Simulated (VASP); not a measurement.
# Lattice of MgO, functional by functional, part 2 of 2

Aim: relax MgO at several levels of theory and compare the cells. The starting structure is a cell with measured lattice constants from the literature and the atomic positions of a Crystallography Open Database entry. The first relaxation on each setting starts from this cell expanded by 3 % in volume.

VASP 6.6.1.

Results so far: PBEsol 9.32 Å³ an atom; LDA 8.91 Å³ an atom; PBE 9.57 Å³ an atom.

## Step 5: Relaxation with PBEsol + D3(BJ)

Level of this step: PBEsol with D3(BJ); plane waves and PAW (Mg, O) (VASP).

D3 with Becke-Johnson damping keeps a finite attraction at short range. This run starts from the cell of an earlier relaxation, which isn't shown; the restart sets up the plane waves anew.

INCAR

```
SYSTEM = MgO
PREC = Accurate
ENCUT = 520
EDIFF = 1E-06
NELM = 100
ISMEAR = 0
SIGMA = 0.03
LREAL = .FALSE.
ALGO = Normal
GGA = PS
IVDW = 12
NBANDS = 10
LORBIT = 11
LWAVE = .FALSE.
LCHARG = .FALSE.
KPAR = 4
IBRION = 2
NSW = 50
ISIF = 3
EDIFFG = -0.006
```

POSCAR

```
MgO
1.0
    0.0000000000      2.0856926908      2.0856926908
    2.0856926908      0.0000000000      2.0856926908
    2.0856926908      2.0856926908      0.0000000000
Mg O
1 1
Direct
    0.0000000000      0.0000000000      0.0000000000
    0.5000000000      0.5000000000      0.5000000000
```

KPOINTS

```
Automatic mesh
0
Gamma
8 8 8
0 0 0
```

The projector-augmented-wave data sets are Mg and O (PBE family, release 64).

The run is started by

```
mpirun -np 4 vasp_std
```

The program printed:

```text
[banner, memory and clock lines left out]
running    4 mpi-ranks, on    1 nodes
[...]
[... a notice as in an earlier step ...]

 LDA part: xc-table for (Slater+PW92), standard interpolation
 POSCAR, INCAR and KPOINTS ok, starting setup
[...]
entering main loop
       N       E                     dE             d eps       ncg     rms          rms(c)
DAV:   1     0.158053771685E+02    0.15805E+02   -0.45961E+03   630   0.700E+02
DAV:   2    -0.132531549805E+02   -0.29059E+02   -0.28656E+02   648   0.144E+02
DAV:   3    -0.138970829846E+02   -0.64393E+00   -0.64352E+00   696   0.202E+01
DAV:   4    -0.138982931438E+02   -0.12102E-02   -0.12101E-02   652   0.975E-01
[...]
DAV:   9    -0.125045968552E+02    0.15660E-03   -0.17775E-04   658   0.105E-01    0.126E-01
DAV:  10    -0.125045482977E+02    0.48558E-04   -0.32366E-04   626   0.146E-01    0.524E-03
DAV:  11    -0.125045492901E+02   -0.99247E-06   -0.36058E-06   610   0.149E-02
   1 F= -.13018567E+02 E0= -.13018567E+02  d E =-.130186E+02
[...]
reached required accuracy - stopping structural energy minimisation
```

It took 1.8 s on 4 MPI ranks of Intel Xeon 6975P-C (Granite Rapids), shared host; peak memory 0.55 GiB; 3.8 s of CPU time.

From OUTCAR (step 5):

```text
 Edisp (eV)   -0.51402

  Total       0.00340     0.00340     0.00340     0.00000     0.00000    -0.00000
  in kB       0.30053     0.30053     0.30053     0.00000     0.00000    -0.00000
  external pressure =        0.30 kB  Pullay stress =        0.00 kB

 POSITION                                       TOTAL-FORCE (eV/Angst)
 -----------------------------------------------------------------------------------
      0.00000      0.00000      0.00000         0.000000      0.000000      0.000000
      2.08569      2.08569      2.08569        -0.000000     -0.000000     -0.000000
 -----------------------------------------------------------------------------------
    total drift:                               -0.000000     -0.000000      0.000000

  FREE ENERGIE OF THE ION-ELECTRON SYSTEM (eV)
  ---------------------------------------------------
  free  energy   TOTEN  =       -13.0185670944 eV

  energy  without entropy=      -13.0185670944  energy(sigma->0) =      -13.01856709

[... 2 parts as in an earlier step ...]

[... 2 further parts left out ...]
[key lines of the parts left out:]
E-fermi :   3.4568
```

With PBEsol + D3(BJ) the relaxed cell holds 9.073 Å³ an atom, -2.92 % against the measured cell, with a = 4.171 Å. That is -2.70 % from PBEsol. Pressures at 0.985 and 1.015 times this volume, from two more relaxations that aren't shown, give a bulk modulus of 171.4 GPa.

## Step 6: Relaxation with r2SCAN

r2SCAN adds the kinetic-energy density, costs more than a GGA and is run with LASPH. This run starts from the cell of an earlier relaxation, which isn't shown; the restart sets up the plane waves anew.

INCAR, as its differences from that of step 5:

```diff
@@ -9,4 +9,4 @@
 ALGO = Normal
-GGA = PS
-IVDW = 12
+METAGGA = R2SCAN
+LASPH = .TRUE.
 NBANDS = 10
```

POSCAR

```
MgO
1.0
    0.0000000000      2.0972902384      2.0972902384
    2.0972902384      0.0000000000      2.0972902384
    2.0972902384      2.0972902384      0.0000000000
Mg O
1 1
Direct
    0.0000000000      0.0000000000      0.0000000000
    0.5000000000      0.5000000000      0.5000000000
```

KPOINTS is that of step 5.

The run is started by

```
mpirun -np 4 vasp_std
```

The program printed:

```text
[banner, memory and clock lines left out]
running    4 mpi-ranks, on    1 nodes
[...]
[... a notice as in an earlier step ...]

 LDA part: xc-table for (None), standard interpolation
 POSCAR, INCAR and KPOINTS ok, starting setup
[...]
entering main loop
       N       E                     dE             d eps       ncg     rms          rms(c)
DAV:   1     0.866044223965E+01    0.86604E+01   -0.48525E+03   692   0.736E+02
DAV:   2    -0.192802266950E+02   -0.27941E+02   -0.27316E+02   654   0.150E+02
DAV:   3    -0.198377172561E+02   -0.55749E+00   -0.55705E+00   672   0.188E+01
DAV:   4    -0.198391558486E+02   -0.14386E-02   -0.14386E-02   640   0.108E+00
[...]
DAV:  11    -0.161613653256E+02   -0.17210E-04   -0.80421E-06   630   0.302E-02    0.619E-03
DAV:  12    -0.161613665369E+02   -0.12113E-05   -0.37957E-07   334   0.488E-03    0.312E-03
DAV:  13    -0.161613663975E+02    0.13938E-06   -0.75979E-07   324   0.649E-03
   1 F= -.16161366E+02 E0= -.16161366E+02  d E =-.161614E+02
[...]
reached required accuracy - stopping structural energy minimisation
```

Wall time 6.2 s (4 MPI ranks); peak memory 0.53 GiB.

Parts of OUTCAR (step 6):

```text
  Total        0.0045540      0.0045540      0.0045540     -0.0000000      0.0000000      0.0000000
  in kB        0.3954550      0.3954550      0.3954550     -0.0000000      0.0000000      0.0000000
  external PRESSURE =       0.3954550 kB  Pullay stress =       0.0000000 kB

 POSITION                                       TOTAL-FORCE (eV/Angst)
 -----------------------------------------------------------------------------------
      0.00000      0.00000      0.00000         0.000000      0.000000     -0.000000
      2.09729      2.09729      2.09729        -0.000000     -0.000000      0.000000
 -----------------------------------------------------------------------------------
    total drift:                               -0.000000     -0.000000      0.000000

  FREE ENERGIE OF THE ION-ELECTRON SYSTEM (eV)
  ---------------------------------------------------
  free  energy   TOTEN  =       -16.1613663975 eV

  energy  without entropy=      -16.1613663975  energy(sigma->0) =      -16.16136640

[... 2 parts as in an earlier step ...]

[... 2 further parts left out ...]
[key lines of the parts left out:]
E-fermi :   3.1121
```

With r2SCAN the relaxed cell holds 9.225 Å³ an atom, -1.29 % against the measured cell, with a = 4.195 Å. That is -1.07 % from PBEsol. Pressures at 0.985 and 1.015 times this volume, from two more relaxations that aren't shown, give a bulk modulus of 171.2 GPa.

## Step 7: Relaxation with r2SCAN + rVV10

rVV10 adds a nonlocal correlation energy for dispersion. This run starts from the cell of an earlier relaxation, which isn't shown; the restart sets up the plane waves anew.

INCAR, as its differences from that of step 6:

```diff
@@ -10,2 +10,6 @@
 METAGGA = R2SCAN
+LUSE_VDW = .TRUE.
+IVDW_NL = 2
+BPARAM = 11.95
+CPARAM = 0.0093
 LASPH = .TRUE.
```

POSCAR

```
MgO
1.0
    0.0000000000      2.0931646149      2.0931646149
    2.0931646149      0.0000000000      2.0931646149
    2.0931646149      2.0931646149      0.0000000000
Mg O
1 1
Direct
    0.0000000000      0.0000000000      0.0000000000
    0.5000000000      0.5000000000      0.5000000000
```

KPOINTS is that of step 6.

The run is started by

```
mpirun -np 4 vasp_std
```

The program printed:

```text
[banner, memory and clock lines left out]
running    4 mpi-ranks, on    1 nodes
[...]
|                                                                             |
|               ----> ADVICE to this user running VASP <----                  |
|                                                                             |
|     You have switched on vdW-DFT.                                           |
|     This routine was written and supplied by Jiri Klimes. We recommend      |
|     that you carefully read and cite the following publications:            |
|       J. Klimes, D.R. Bowler, A. Michelides                                 |
|          J. Phys.: Cond Matt. 22 022201 (2010)                              |
|       J. Klimes, D.R. Bowler, A. Michelides                                 |
|          Phys. Rev. B. 83, 195131 (2011)                                    |
|     and references therein.                                                 |
|                                                                             |

[...]
DAV:  11    -0.158899436266E+02   -0.16991E-04   -0.87049E-06   622   0.286E-02    0.562E-03
Total rVV10 correction in eV:      0.2706022    11.2783760
Total rVV10 correction in eV:      0.2706022    11.2783760
Total rVV10 correction in eV:      0.2706022    11.2783760
Total rVV10 correction in eV:      0.2706022    11.2783760
DAV:  12    -0.158899454132E+02   -0.17866E-05   -0.25726E-07   354   0.385E-03    0.316E-03
Total rVV10 correction in eV:      0.2706078    11.2783760
Total rVV10 correction in eV:      0.2706078    11.2783760
Total rVV10 correction in eV:      0.2706078    11.2783760
Total rVV10 correction in eV:      0.2706078    11.2783760
DAV:  13    -0.158899453487E+02    0.64524E-07   -0.73402E-07   318   0.652E-03
Total rVV10 correction in eV:      0.2706084    11.2783760
Total rVV10 correction in eV:      0.2706084    11.2783760
Total rVV10 correction in eV:      0.2706084    11.2783760
Total rVV10 correction in eV:      0.2706084    11.2783760
Total rVV10 correction in eV:      0.2706082    11.2783760
Total rVV10 correction in eV:      0.2706082    11.2783760
Total rVV10 correction in eV:      0.2706082    11.2783760
Total rVV10 correction in eV:      0.2706082    11.2783760
   1 F= -.15889945E+02 E0= -.15889945E+02  d E =-.158899E+02
[...]
reached required accuracy - stopping structural energy minimisation
```

It took 26 s on 4 MPI ranks; peak memory 0.78 GiB.

From OUTCAR (step 7):

```text
  Total        0.0050412      0.0050412      0.0050412      0.0000000      0.0000000     -0.0000000
  in kB        0.4403603      0.4403603      0.4403603      0.0000000      0.0000000     -0.0000000
  external PRESSURE =       0.4403603 kB  Pullay stress =       0.0000000 kB

 POSITION                                       TOTAL-FORCE (eV/Angst)
 -----------------------------------------------------------------------------------
      0.00000      0.00000      0.00000        -0.000000     -0.000000      0.000000
      2.09316      2.09316      2.09316         0.000000      0.000000     -0.000000
 -----------------------------------------------------------------------------------
    total drift:                               -0.000000     -0.000000      0.000000

  FREE ENERGIE OF THE ION-ELECTRON SYSTEM (eV)
  ---------------------------------------------------
  free  energy   TOTEN  =       -15.8899453487 eV

  energy  without entropy=      -15.8899453487  energy(sigma->0) =      -15.88994535

[... 2 parts as in an earlier step ...]

[... 2 further parts left out ...]
[key lines of the parts left out:]
E-fermi :   3.1632
```

With r2SCAN + rVV10 the relaxed cell holds 9.171 Å³ an atom, -1.87 % against the measured cell, with a = 4.186 Å. That is -1.65 % from PBEsol. Pressures at 0.985 and 1.015 times this volume, from two more relaxations that aren't shown, give a bulk modulus of 174.0 GPa.

## Step 8: Relaxation with vdW-DF-cx

vdW-DF-cx takes its exchange from the same plasmon model as its correlation. This run starts from the cell of an earlier relaxation, which isn't shown; the restart sets up the plane waves anew.

INCAR, as its differences from that of step 7:

```diff
@@ -9,7 +9,5 @@
 ALGO = Normal
-METAGGA = R2SCAN
+GGA = CX
+AGGAC = 0
 LUSE_VDW = .TRUE.
-IVDW_NL = 2
-BPARAM = 11.95
-CPARAM = 0.0093
 LASPH = .TRUE.
```

POSCAR

```
MgO
1.0
    0.0000000000      2.1111526795      2.1111526795
    2.1111526795      0.0000000000      2.1111526795
    2.1111526795      2.1111526795      0.0000000000
Mg O
1 1
Direct
    0.0000000000      0.0000000000      0.0000000000
    0.5000000000      0.5000000000      0.5000000000
```

KPOINTS is that of step 7.

The run is started by

```
mpirun -np 4 vasp_std
```

The program printed:

```text
[banner, memory and clock lines left out]
running    4 mpi-ranks, on    1 nodes
[...]
[... a notice as in an earlier step ...]

 [... a notice as in an earlier step ...]

 LDA part: xc-table for (Slater+PW92), standard interpolation
 POSCAR, INCAR and KPOINTS ok, starting setup
[...]
entering main loop
       N       E                     dE             d eps       ncg     rms          rms(c)
DAV:   1     0.143803243523E+02    0.14380E+02   -0.46901E+03   660   0.708E+02
DAV:   2    -0.101741964894E+02   -0.24555E+02   -0.23903E+02   680   0.137E+02
DAV:   3    -0.106487568645E+02   -0.47456E+00   -0.47427E+00   686   0.167E+01
DAV:   4    -0.106498410932E+02   -0.10842E-02   -0.10842E-02   654   0.906E-01
[...]
DAV:   9    -0.919409964120E+01    0.22293E-03   -0.24289E-04   660   0.120E-01    0.149E-01
DAV:  10    -0.919403884823E+01    0.60793E-04   -0.64990E-04   618   0.201E-01    0.532E-03
DAV:  11    -0.919403966364E+01   -0.81541E-06   -0.32145E-06   638   0.162E-02
   1 F= -.91940397E+01 E0= -.91940397E+01  d E =-.919404E+01
[...]
reached required accuracy - stopping structural energy minimisation
```

Run time: 19 s. Hardware: 4 MPI ranks; peak memory 1 GiB.

OUTCAR, selected parts (step 8):

```text
  Total       -0.0065907     -0.0065907     -0.0065907      0.0000000      0.0000000      0.0000000
  in kB       -0.5611140     -0.5611140     -0.5611140      0.0000000      0.0000000      0.0000000
  external PRESSURE =      -0.5611140 kB  Pullay stress =       0.0000000 kB

 POSITION                                       TOTAL-FORCE (eV/Angst)
 -----------------------------------------------------------------------------------
      0.00000      0.00000      0.00000         0.000000      0.000000      0.000000
      2.11115      2.11115      2.11115        -0.000000     -0.000000     -0.000000
 -----------------------------------------------------------------------------------
    total drift:                               -0.000000     -0.000000      0.000000

  FREE ENERGIE OF THE ION-ELECTRON SYSTEM (eV)
  ---------------------------------------------------
  free  energy   TOTEN  =        -9.1940396636 eV

  energy  without entropy=       -9.1940396636  energy(sigma->0) =       -9.19403966

[... 2 parts as in an earlier step ...]

[... 2 further parts left out ...]
[key lines of the parts left out:]
E-fermi :   3.2626
```

With vdW-DF-cx the relaxed cell holds 9.409 Å³ an atom, +0.68 % against the measured cell, with a = 4.222 Å. That is +0.91 % from PBEsol. Pressures at 0.985 and 1.015 times this volume, from two more relaxations that aren't shown, give a bulk modulus of 157.6 GPa.

## Step 9: Relaxation with AM05

AM05 is built from the electron gas and the surface model, and does well on lattice constants. This run starts from the cell of an earlier relaxation, which isn't shown; the restart sets up the plane waves anew.

INCAR, as its differences from that of step 8:

```diff
@@ -9,6 +9,3 @@
 ALGO = Normal
-GGA = CX
-AGGAC = 0
-LUSE_VDW = .TRUE.
-LASPH = .TRUE.
+GGA = AM
 NBANDS = 10
```

POSCAR

```
MgO
1.0
    0.0000000000      2.1080051342      2.1080051342
    2.1080051342      0.0000000000      2.1080051342
    2.1080051342      2.1080051342      0.0000000000
Mg O
1 1
Direct
    0.0000000000      0.0000000000      0.0000000000
    0.5000000000      0.5000000000      0.5000000000
```

KPOINTS is that of step 8.

The run is started by

```
mpirun -np 4 vasp_std
```

The program printed:

```text
[... set-up lines as in an earlier step ...]
 entering main loop
       N       E                     dE             d eps       ncg     rms          rms(c)
DAV:   1     0.116405879517E+02    0.11641E+02   -0.47040E+03   676   0.706E+02
DAV:   2    -0.129705838391E+02   -0.24611E+02   -0.24080E+02   652   0.137E+02
DAV:   3    -0.134820848203E+02   -0.51150E+00   -0.51120E+00   696   0.176E+01
DAV:   4    -0.134831500330E+02   -0.10652E-02   -0.10652E-02   640   0.913E-01
[...]
DAV:  10    -0.121377412537E+02    0.13203E-04   -0.48097E-04   624   0.178E-01    0.645E-03
DAV:  11    -0.121377430926E+02   -0.18389E-05   -0.18843E-06   628   0.128E-02    0.507E-03
DAV:  12    -0.121377433580E+02   -0.26540E-06   -0.60607E-07   332   0.712E-03
   1 F= -.12137743E+02 E0= -.12137743E+02  d E =-.121377E+02
[...]
reached required accuracy - stopping structural energy minimisation
```

Elapsed: 3.4 s, on 4 MPI ranks; peak memory 0.49 GiB.

OUTCAR, selected parts (step 9):

```text
  Total       -0.0001118     -0.0001118     -0.0001118      0.0000000      0.0000000      0.0000000
  in kB       -0.0095608     -0.0095608     -0.0095608      0.0000000      0.0000000      0.0000000
  external PRESSURE =      -0.0095608 kB  Pullay stress =       0.0000000 kB

 POSITION                                       TOTAL-FORCE (eV/Angst)
 -----------------------------------------------------------------------------------
      0.00000      0.00000      0.00000         0.000000      0.000000     -0.000000
      2.10801      2.10801      2.10801        -0.000000     -0.000000      0.000000
 -----------------------------------------------------------------------------------
    total drift:                               -0.000000     -0.000000      0.000000

  FREE ENERGIE OF THE ION-ELECTRON SYSTEM (eV)
  ---------------------------------------------------
  free  energy   TOTEN  =       -12.1377433580 eV

  energy  without entropy=      -12.1377433580  energy(sigma->0) =      -12.13774336

[... 2 parts as in an earlier step ...]

[... 2 further parts left out ...]
[key lines of the parts left out:]
E-fermi :   3.3309
```

With AM05 the relaxed cell holds 9.367 Å³ an atom, +0.23 % against the measured cell, with a = 4.216 Å. That is +0.46 % from PBEsol. Pressures at 0.985 and 1.015 times this volume, from two more relaxations that aren't shown, give a bulk modulus of 158.0 GPa.

## Step 10: All runs side by side

| level | volume (Å³/atom) | against the measured cell (%) | a (Å) | bulk modulus (GPa) | pressure left (GPa) | core minutes |
| --- | --- | --- | --- | --- | --- | --- |
| PBEsol | 9.325 | -0.23 | 4.2096 | 161.3 | 0.0 | 0.32 |
| LDA | 8.912 | -4.65 | 4.1465 | 179.1 | -0.08 | 0.373 |
| PBE | 9.575 | 2.45 | 4.2469 | 152.5 | 0.02 | 0.173 |
| PBEsol + D3(BJ) | 9.073 | -2.92 | 4.1714 | 171.4 | 0.03 | 0.333 |
| r2SCAN | 9.225 | -1.29 | 4.1946 | 171.2 | 0.04 | 1.36 |
| r2SCAN + rVV10 | 9.171 | -1.87 | 4.1863 | 174.0 | 0.04 | 5.27 |
| vdW-DF-cx | 9.409 | 0.68 | 4.2223 | 157.6 | -0.06 | 4.4 |
| AM05 | 9.367 | 0.23 | 4.216 | 158.0 | 0.0 | 0.64 |

Core minutes are wall time times ranks, summed over the relaxations behind a row (those for a bulk modulus apart), on shared hosts.

## Step 11: Outcome

```
volume, PBEsol          : 9.325 Å³/atom
volume, LDA             : 8.912 Å³/atom
volume, PBE             : 9.575 Å³/atom
volume, PBEsol + D3(BJ) : 9.073 Å³/atom
volume, r2SCAN          : 9.225 Å³/atom
volume, r2SCAN + rVV10  : 9.171 Å³/atom
volume, vdW-DF-cx       : 9.409 Å³/atom
volume, AM05            : 9.367 Å³/atom
```

In words: Across 8 levels the volume of MgO spans 7.4 %, from 8.91 Å³ an atom (LDA) to 9.57 Å³ (PBE). Against the measured volume of the starting structure, PBEsol comes nearest (-0.2 %) and LDA lies farthest (-4.6 %). The measured cell holds zero-point expansion and, unless it was taken cold, thermal expansion, which the runs lack, so small differences decide nothing. Adding D3(BJ) to PBEsol changes the volume by -2.7 %. Adding rVV10 to r2SCAN changes the volume by -0.6 %. The bulk modulus goes from 152.5 GPa (PBE) to 179.1 GPa (LDA). LASPH is on in some of these runs and off in others, which adds a little to the differences. All runs keep the symmetry of the start, so they can't find a distortion of lower symmetry. Further runs on this material are not shown.

[Lines on the potential files, build, host, timing and source positions are cut from VASP's logs without a mark.]

[Logs are printed without paths, hosts, clocks, repeated set-up lines and the standing remarks that a program may print on its own settings, such as how far it seeks lower states.]

[Hosts, paths, dates, database ids (printed as entryN), source tags and the programs' standing remarks are cut or masked in the printed files.]
